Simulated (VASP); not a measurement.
# InGaO (P-3m1) in VASP: notebook

One crystal, InGaO, is run at these levels: PBE; tasks: relaxation of cell and atoms.

All numbers are computed with VASP 6.6.1; they aren't measurements. Logs are shortened: lines on timing, memory, paths and dates and some standing lists are left out, and cuts for length are marked.

### 1 The crystal as given

It takes space group P-3m1 (No. 164, trigonal). Conventional cell: a = 3.200 Å, b = 3.200 Å, c = 11.400 Å, α = 90.00°, β = 90.00°, γ = 120.00°. In (site symmetry 3m) is surrounded by 3 O at 3.05 Å and 9 In at 3.12 to 3.20 Å. Ga (site symmetry 3m) has 3 O at 2.00 Å as nearest neighbours. Around O (site symmetry 3m) lie 3 Ga at 2.00 Å.

The cell was built by a generator and needn't be a form met in nature.

### 2 Relaxation of cell and atoms, PBE

INCAR reads:

```
SYSTEM = InGaO
ALGO     = Fast           ! electronic algorithm
EDIFF    = 1E-4           ! SCF threshold, eV
EDIFFG   = -0.08          ! ionic threshold
ENCUT    = 520            ! plane-wave cutoff, eV
GGA      = PE             ! functional
IBRION   = 2              ! ionic algorithm
ISIF     = 3              ! what is computed and relaxed
ISMEAR   = 0              ! smearing method
LASPH    = .True.         ! aspherical terms in the spheres
LCHARG   = .False.        ! write CHGCAR
LREAL    = .False.        ! projectors in reciprocal space
LWAVE    = .False.        ! write WAVECAR
NELM     = 60             ! most SCF steps
NSW      = 24             ! ionic steps
PREC     = Normal         ! precision mode
SIGMA    = 0.15           ! smearing width, eV
```

KPOINTS reads:

```
k-points
0
Gamma
  5 5 2
  0 0 0
```

POSCAR reads:

```
InGaO
1.0
    3.2000000000      0.0000000000      0.0000000000
   -1.6000000000      2.7712812900      0.0000000000
    0.0000000000      0.0000000000     11.4000000000
In Ga O
2 2 2
Direct
    0.3333333300      0.6666666700      0.6100000000
    0.6666666700      0.3333333300      0.3900000000
    0.0000000000      0.0000000000      0.1100000000
    0.0000000000      0.0000000000      0.8900000000
    0.3333333300      0.6666666700      0.1770000000
    0.6666666700      0.3333333300      0.8230000000
```

Potentials or basis: VASP PAW PBE potentials, release 64 (In_d, Ga_d, O).

Run with:

```console
> cat potpaw_PBE.64/In_d/POTCAR potpaw_PBE.64/Ga_d/POTCAR potpaw_PBE.64/O/POTCAR > POTCAR
> mpirun -np 1 vasp_std > vasp.out
```

OUTCAR:

```text
SYSTEM = InGaO
   EDIFF = 1E-4
   EDIFFG = -0.08
   ENCUT = 520
   GGA = PE
   IBRION = 2
   ISIF = 3
   ISMEAR = 0
   LASPH = .True.
   LREAL = .False.
   NELM = 60
   NSW = 24
   PREC = Normal

 ion  position               nearest neighbor table
   1  0.333  0.667  0.610-   2 3.12   2 3.12   2 3.12
   2  0.667  0.333  0.390-   1 3.12   1 3.12   1 3.12
   3  0.000  0.000  0.110-   5 2.00   5 2.00   5 2.00   4 2.51
   4  0.000  0.000  0.890-   6 2.00   6 2.00   6 2.00   3 2.51
   5  0.333  0.667  0.177-   3 2.00   3 2.00   3 2.00
   6  0.667  0.333  0.823-   4 2.00   4 2.00   4 2.00

  LATTYP: Found a hexagonal cell.
 ALAT       =     3.2000000000
 C/A-ratio  =     3.5625000000

  Lattice vectors:

 A1 = (   3.2000000000,   0.0000000000,   0.0000000000)
 A2 = (  -1.6000000000,   2.7712812900,   0.0000000000)
 A3 = (   0.0000000000,   0.0000000000,  11.4000000000)

Analysis of symmetry for initial positions (statically):
=====================================================================
 Subroutine PRICEL returns:
 Original cell was already a primitive cell.

 Routine SETGRP: Setting up the symmetry group for a
 hexagonal supercell.

 Subroutine GETGRP returns: Found 12 space group operations
 (whereof 12 operations were pure point group operations)
 out of a pool of 24 trial point group operations.

The static configuration has the point symmetry D_3d.

Analysis of symmetry for dynamics (positions and initial velocities):
=====================================================================
 Subroutine PRICEL returns:
 Original cell was already a primitive cell.

 Routine SETGRP: Setting up the symmetry group for a
 hexagonal supercell.

 Subroutine GETGRP returns: Found 12 space group operations
 (whereof 12 operations were pure point group operations)
 out of a pool of 24 trial point group operations.

The dynamic configuration has the point symmetry D_3d.

 Subroutine INISYM returns: Found 12 space group operations
 (whereof 12 operations are pure point group operations),
 and found     1 'primitive' translations

----------------------------------------------------------------------------------------

                                     Primitive cell

  volume of cell :     101.0963

  direct lattice vectors                    reciprocal lattice vectors
     3.200000000  0.000000000  0.000000000     0.312500000  0.180421959  0.000000000
    -1.600000000  2.771281290  0.000000000     0.000000000  0.360843919  0.000000000
     0.000000000  0.000000000 11.400000000     0.000000000  0.000000000  0.087719298

  length of vectors
     3.200000000  3.199999998 11.400000000     0.360843918  0.360843919  0.087719298

  position of ions in fractional coordinates (direct lattice)
     0.333333330  0.666666670  0.610000000
     0.666666670  0.333333330  0.390000000
     0.000000000  0.000000000  0.110000000
     0.000000000  0.000000000  0.890000000
     0.333333330  0.666666670  0.177000000
     0.666666670  0.333333330  0.823000000

  ion indices of the primitive-cell ions
   primitive index   ion index
                 1           1
                 2           2
                 3           3
                 4           4
                 5           5
                 6           6

----------------------------------------------------------------------------------------

 KPOINTS: k-points

Automatic generation of k-mesh.
 Grid dimensions read from file:
 generate k-points for:    5    5    2

 Generating k-lattice:

  Cartesian coordinates                     Fractional coordinates (reciprocal lattice)
     0.062500000  0.036084392  0.000000000     0.200000000  0.000000000  0.000000000
     0.000000000  0.072168784  0.000000000     0.000000000  0.200000000  0.000000000
     0.000000000  0.000000000  0.043859649     0.000000000  0.000000000  0.500000000

  Length of vectors
     0.072168784  0.072168784  0.043859649

  Shift w.r.t. Gamma in fractional coordinates (k-lattice)
     0.000000000  0.000000000  0.000000000

 Subroutine IBZKPT returns following result:
 ===========================================

 Found     10 irreducible k-points:

 Following reciprocal coordinates:
            Coordinates               Weight
  0.000000  0.000000  0.000000      1.000000
  0.200000  0.000000  0.000000      6.000000
  0.400000  0.000000  0.000000      6.000000
  0.200000  0.200000  0.000000      6.000000
  0.400000  0.200000  0.000000      6.000000
  0.000000  0.000000  0.500000      1.000000
  0.200000  0.000000  0.500000      6.000000
  0.400000  0.000000  0.500000      6.000000
  0.200000  0.200000  0.500000      6.000000
  0.400000  0.200000  0.500000      6.000000
   k-points           NKPTS =     10   k-points in BZ     NKDIM =     10   number of bands    NBANDS=     38
   number of dos      NEDOS =    301   number of ions     NIONS =      6
   total plane-waves  NPLWV =  20736
   dimension x,y,z NGX =    18 NGY =   18 NGZ =   64
   dimension x,y,z NGXF=    36 NGYF=   36 NGZF=  128
   ions per type =               2   2   2
   NGX,Y,Z   is equivalent  to a cutoff of   9.35,  9.35,  9.33 a.u.
   NGXF,Y,Z  is equivalent  to a cutoff of  18.70, 18.70, 18.67 a.u.
 SYSTEM =  InGaO
   PREC   = normal    normal or accurate (medium, high low for compatibility)
   ISTART =      0    job   : 0-new  1-cont  2-samecut
   ICHARG =      2    charge: 1-file 2-atom 10-const
   ISPIN  =      1    spin polarized calculation?
   LNONCOLLINEAR =      F non collinear calculations
   LSORBIT =      F    spin-orbit coupling
   LASPH  =      T    aspherical Exc in radial PAW
   ENCUT  =  520.0 eV  38.22 Ry    6.18 a.u.   5.95  5.95 21.20*2*pi/ulx,y,z
   NELM   =     60;   NELMIN=  2; NELMDL= -5     # of ELM steps
   EDIFF  = 0.1E-03   stopping-criterion for ELM
   LREAL  =      F    real-space projection
   EDIFFG = -.8E-01   stopping-criterion for IOM
   NSW    =     24    number of steps for IOM
   IBRION =      2    ionic relax: 0-MD 1-quasi-New 2-CG
   NFREE  =      1    steps in history (QN), initial steepest desc. (CG)
   ISIF   =      3    stress and relaxation
   ISYM   =      2    0-nonsym 1-usesym 2-fastsym
   POTIM  = 0.5000    time-step for ionic-motion
   TEBEG  =    0.0;   TEEND  =   0.0 temperature during run
   PSTRESS=    0.0 pullay stress
   NELECT =      64.0000    total number of electrons
   NUPDOWN=      -1.0000    fix difference up-down
   EMIN   =  10.00;   EMAX   =-10.00  energy-range for DOS
   EFERMI =   0.00;   METHOD = LEGACY
   ISMEAR =     0;   SIGMA  =   0.15  broadening in eV -4-tet -1-fermi 0-gaus
   EFERMI_NEDOS =   21; number of points for ismear=-14 and -15
   IALGO  =     68    algorithm
   IMIX   =      4    mixing-type and parameters
     AMIX     =   0.40;   BMIX     =  1.00
     AMIX_MAG =   1.60;   BMIX_MAG =  1.00
  volume/ion in A,a.u.               =      16.85       113.71
  Fermi-wavevector in a.u.,A,eV,Ry     =   1.405690  2.656370 26.884642  1.975965
  Thomas-Fermi vector in A             =   2.528126
   LORBIT       =      0    0 simple, 1 ext, 2 COOP (PROOUT), +10 PAW based schemes
   GGA     = PE    functional components
   LHFCALC =     F    Hartree Fock is set to
   AEXX    =    0.0000 exact exchange contribution
   IVDW    =     0    specifies the selected vdW correction
   LEPSILON=     F    determine dielectric tensor
   LRPA    =     F    only Hartree local field effects (RPA)
 conjugate gradient relaxation of ions
 non-spin polarized calculation
 RMM-DIIS sequential band-by-band and
 Gauss-broadening in eV      SIGMA  =   0.15
  energy-cutoff  :      520.00
  volume of cell :      101.10
 maximum number of plane-waves:      2748
   NGX = 11   NGY = 11   NGZ = 43

--------------------------------------- Ionic step        1  -------------------------------------------

 number of electron      64.0000028 magnetization

 Free energy of the ion-electron system (eV)
  ---------------------------------------------------
  ext. energy  EPLUGINS =         0.00000000
  ---------------------------------------------------
  free energy    TOTEN  =       -25.68382940 eV

  energy without entropy =      -25.67002342  energy(sigma->0) =      -25.67692641

------------------------ aborting loop because EDIFF is reached ----------------------------------------

  FORCE on cell =-STRESS in cart. coord.  units (eV):
  Direction    XX          YY          ZZ          XY          YZ          ZX
  --------------------------------------------------------------------------------------
  -------------------------------------------------------------------------------------
  Total        0.8993612      0.8993612      6.9170041      0.0000000     -0.0000000      0.0000000
  in kB       14.2530990     14.2530990    109.6208532      0.0000000     -0.0000000      0.0000000
  external PRESSURE =      46.0423504 kB  Pullay stress =       0.0000000 kB
[... 101 lines left out ...]
  FREE ENERGIE OF THE ION-ELECTRON SYSTEM (eV)
  ---------------------------------------------------
  free  energy   TOTEN  =       -25.9791834588 eV

  energy  without entropy=      -25.9619843638  energy(sigma->0) =      -25.97058391

[... ionic steps 4 to 19 ...]

--------------------------------------- Ionic step       20  -------------------------------------------

 number of electron      64.0000080 magnetization

------------------------ aborting loop because EDIFF is reached ----------------------------------------

  FORCE on cell =-STRESS in cart. coord.  units (eV):
  Direction    XX          YY          ZZ          XY          YZ          ZX
  --------------------------------------------------------------------------------------
  -------------------------------------------------------------------------------------
  Total        0.0220443      0.0220443      0.3933626     -0.0000000     -0.0000000      0.0000000
  in kB        0.3120292      0.3120292      5.5679043     -0.0000000     -0.0000000      0.0000000
  external PRESSURE =       2.0639876 kB  Pullay stress =       0.0000000 kB
[... 25 lines left out ...]
  energy  without entropy=      -26.3045133600  energy(sigma->0) =      -26.31004893

--------------------------------------- Ionic step       21  -------------------------------------------

 number of electron      64.0000020 magnetization

 E-fermi :   5.4084     XC(G=0): -10.0300

 val. band max:        5.2965930799   @ k =   0.4000   0.2000   0.5000
 cond. band min:       5.4324031252   @ k =   0.0000   0.0000   0.5000
 fundamental gap:      0.1358100453
 Fermi energy:         5.4083603482

 k-point     1 :       0.0000    0.0000    0.0000
  band No.  band energies     occupation
      1     -14.9426      2.00000
      2     -14.8768      2.00000
      3     -10.1327      2.00000
      4     -10.1327      2.00000
      5     -10.1233      2.00000
      6     -10.1233      2.00000
[... 436 lines left out ...]
  energy  without entropy=      -26.3144664808  energy(sigma->0) =      -26.32035364

--------------------------------------- Ionic step       22  -------------------------------------------

 number of electron      63.9999977 magnetization

 Free energy of the ion-electron system (eV)
  ---------------------------------------------------
  ext. energy  EPLUGINS =         0.00000000
  ---------------------------------------------------
  free energy    TOTEN  =       -26.32989145 eV

  energy without entropy =      -26.31734959  energy(sigma->0) =      -26.32362052

 E-fermi :   5.2493     XC(G=0):  -9.9550

 val. band max:        5.2355869857   @ k =   0.0000   0.0000   0.5000
 cond. band min:       6.0923105237   @ k =   0.2000   0.0000   0.0000
 fundamental gap:      0.8567235380
 Fermi energy:         5.2492651833

 k-point     1 :       0.0000    0.0000    0.0000
  band No.  band energies     occupation
      1     -15.0045      2.00000
      2     -14.9433      2.00000
      3     -10.2565      2.00000
      4     -10.2565      2.00000
      5     -10.2478      2.00000
      6     -10.2478      2.00000
[... 432 lines left out ...]
  FREE ENERGIE OF THE ION-ELECTRON SYSTEM (eV)
  ---------------------------------------------------
  free  energy   TOTEN  =       -26.3298914498 eV

  energy  without entropy=      -26.3173495858  energy(sigma->0) =      -26.32362052

 reached required accuracy - stopping structural energy minimisation
```

It took 6.8 min on 1 thread of Intel Xeon Platinum 8259CL at 2.50GHz (Skylake/Cascade Lake), shared host; peak memory 0.18 GiB.

What came out:

| Quantity | Value |
| --- | --- |
| Free energy | -26.3299 eV |
| Relaxed volume | 19.28 Å³/atom |
| Relaxed cell | a = 3.175 Å, b = 3.175 Å, c = 13.253 Å, α = 90.00°, β = 90.00°, γ = 120.00° |
| Space group after relaxing (to 0.05 Å) | P-3m1 (No. 164) |
| Energy gained by relaxing | 107.7 meV/atom |
| Ionic steps | 22 |
| Pressure after relaxing | -0.3 GPa |
| Largest force after relaxing | 0.034 eV/Å |
| Band gap on the k mesh | none (metal or under the smearing width) |

Forces in eV/Å, atoms in the order of the input:
```
In   0.000  0.000 -0.034
In   0.000  0.000  0.034
Ga   0.000  0.000  0.017
Ga   0.000  0.000 -0.017
O    0.000  0.000 -0.032
O    0.000  0.000  0.032
```

The path:
```tsv
step	energy change (eV)	largest force (eV/Å)	pressure (GPa)	volume (Å³)
1	0.0000	0.8089	4.60	101.10
2	-0.2821	0.6112	-0.32	108.27
3	-0.2954	0.6021	-2.56	111.81
4	-0.2982	0.6096	-1.84	110.53
5	-0.3844	0.6221	-0.84	108.58
6	-0.3982	0.9406	1.67	106.35
7	-0.4049	0.8852	1.39	106.98
8	-0.4670	0.5256	1.71	107.28
9	-0.5212	0.3978	1.59	107.69
10	-0.5055	1.1391	2.26	108.47
11	-0.5359	0.4814	1.79	107.96
12	-0.5866	0.4290	-0.94	110.87
13	-0.5893	0.4110	-0.02	111.12
14	-0.5941	0.4005	-0.36	111.63
15	-0.6009	0.3761	-0.72	112.64
16	-0.6035	0.3344	-2.75	114.68
17	-0.6029	0.3729	-1.04	113.13
18	-0.6235	0.2561	0.30	112.85
19	-0.6235	0.2535	0.25	112.84
20	-0.6318	0.1521	0.21	113.19
21	-0.6424	0.0880	0.49	114.07
22	-0.6461	0.0343	-0.31	115.69
```

Final structure:
```cif
data_structure
_symmetry_space_group_name_H-M 'P 1'
_symmetry_Int_Tables_number 1
_cell_length_a 3.1748
_cell_length_b 3.1748
_cell_length_c 13.2530
_cell_angle_alpha 90.000
_cell_angle_beta 90.000
_cell_angle_gamma 120.000
_cell_volume 115.69
loop_
_atom_site_label
_atom_site_type_symbol
_atom_site_fract_x
_atom_site_fract_y
_atom_site_fract_z
_atom_site_occupancy
In1 In 0.33333 0.66667 0.61040 1
In2 In 0.66667 0.33333 0.38960 1
Ga1 Ga 0.00000 0.00000 0.09475 1
Ga2 Ga 0.00000 0.00000 0.90525 1
O1 O 0.33333 0.66667 0.14872 1
O2 O 0.66667 0.33333 0.85128 1
```

Levels at points of the mesh, in eV from the Fermi level:
```csv
k point,band 29,band 30,band 31,band 32,band 33,band 34,band 35,band 36
"(0.00, 0.00, 0.00)",-3.92,-3.92,-2.98,-0.86,-0.80,2.43,3.29,7.60
"(0.00, 0.00, 0.50)",-3.92,-3.92,-2.49,-1.86,-0.01,1.92,3.78,6.98
```

Caveat: the k mesh is coarse (spacing up to 0.45 Å⁻¹), so the values aren't converged; the relaxation stopped at a loose force limit of 0.08 eV/Å, so its end isn't a converged minimum.

### 3 Relaxation of cell and atoms, PBE

This run uses another cell than the first one, of 16.91 Å³/atom, 1.004 times its volume.

INCAR is that of step 2.

KPOINTS reads:

```
k-points
0
Gamma
  4 4 2
  0 0 0
```

POSCAR reads:

```
InGaO
1.0
    3.9000000000      0.0000000000      0.0000000000
    0.0000000000      3.9000000000      0.0000000000
    0.0000000000      0.0000000000      6.6700000000
In Ga O
2 2 2
Direct
    0.0000000000      0.5000000000      0.3500000000
    0.5000000000      0.0000000000      0.6500000000
    0.0000000000      0.5000000000      0.8600000000
    0.5000000000      0.0000000000      0.1400000000
    0.5000000000      0.5000000000      0.0000000000
    0.0000000000      0.0000000000      0.0000000000
```

Potentials or basis: VASP PAW PBE potentials, release 64 (In_d, Ga_d, O).

Run with:

```console
> cat potpaw_PBE.64/In_d/POTCAR potpaw_PBE.64/Ga_d/POTCAR potpaw_PBE.64/O/POTCAR > POTCAR
> mpirun -np 1 vasp_std > vasp.out
```

It took 4.5 min on 1 thread of Intel Xeon Platinum 8259CL at 2.50GHz (Skylake/Cascade Lake), shared host; peak memory 0.18 GiB.

Results (log left out):

```
Free energy                            : -25.4755 eV
Relaxed volume                         : 17.47 Å³/atom
Relaxed cell                           : a = 3.706 Å, b = 3.706 Å, c = 7.633 Å, α = 90.00°, β = 90.00°, γ = 90.00°
Space group after relaxing (to 0.05 Å) : P4/nmm (No. 129)
Energy gained by relaxing              : 151.6 meV/atom
Ionic steps                            : 14
Pressure after relaxing                : -0.5 GPa
Largest force after relaxing           : 0.039 eV/Å
Band gap on the k mesh                 : none (metal or under the smearing width)
```

Forces in eV/Å, atoms in the order of the input:
```
In   0.000  0.000 -0.039
In   0.000  0.000  0.039
Ga   0.000  0.000 -0.019
Ga   0.000  0.000  0.019
O    0.000  0.000  0.000
O    0.000  0.000  0.000
```

Stress tensor (GPa, compression positive):
```
-0.69  0.00  0.00
 0.00 -0.69  0.00
 0.00  0.00 -0.10
```

The path:
```tsv
step	energy change (eV)	largest force (eV/Å)	pressure (GPa)	volume (Å³)
1	0.0000	0.7904	0.73	101.45
2	-0.3036	0.8305	-0.14	102.49
3	-0.7705	0.9586	-1.52	104.51
4	-0.8273	0.5229	10.50	101.48
5	-0.8530	0.3796	2.26	102.51
6	-0.8922	0.3407	-0.06	106.51
7	-0.8943	0.2211	1.44	105.57
8	-0.8933	0.3400	-1.31	106.28
9	-0.8942	0.2597	0.08	105.92
10	-0.8941	0.3035	-0.48	105.99
11	-0.9071	0.1414	-1.10	105.56
12	-0.9097	0.0542	-2.86	105.13
13	-0.9092	0.0895	0.09	104.77
14	-0.9093	0.0393	-0.49	104.84
```

Final structure:
```cif
data_structure
_symmetry_space_group_name_H-M 'P 1'
_symmetry_Int_Tables_number 1
_cell_length_a 3.7060
_cell_length_b 3.7060
_cell_length_c 7.6333
_cell_angle_alpha 90.000
_cell_angle_beta 90.000
_cell_angle_gamma 90.000
_cell_volume 104.84
loop_
_atom_site_label
_atom_site_type_symbol
_atom_site_fract_x
_atom_site_fract_y
_atom_site_fract_z
_atom_site_occupancy
In1 In 0.00000 0.50000 0.39070 1
In2 In 0.50000 0.00000 0.60930 1
Ga1 Ga 0.00000 0.50000 0.87925 1
Ga2 Ga 0.50000 0.00000 0.12075 1
O1 O 0.50000 0.50000 0.00000 1
O2 O 0.00000 0.00000 0.00000 1
```

Levels at points of the mesh, in eV from the Fermi level:
```tsv
k point	band 29	band 30	band 31	band 32	band 33	band 34	band 35	band 36
(0.00, 0.00, 0.00)	-2.69	-2.60	-2.40	1.38	2.70	2.70	3.85	4.27
(0.50, 0.00, 0.00)	-4.47	-4.47	-0.94	-0.94	1.42	1.42	5.70	5.70
(0.50, 0.50, 0.00)	-1.92	-1.92	-1.86	-1.86	-0.92	-0.92	2.65	2.65
(0.00, 0.00, 0.50)	-2.69	-2.69	0.72	0.91	1.94	2.43	2.43	3.97
(0.50, 0.00, 0.50)	-3.94	-3.94	-1.72	-1.72	1.89	1.89	5.53	5.53
(0.50, 0.50, 0.50)	-1.86	-1.86	-1.49	-1.49	-0.18	-0.18	1.50	1.50
```

Caveat: the k mesh is coarse (spacing up to 0.47 Å⁻¹), so the values aren't converged; the relaxation stopped at a loose force limit of 0.08 eV/Å, so its end isn't a converged minimum.
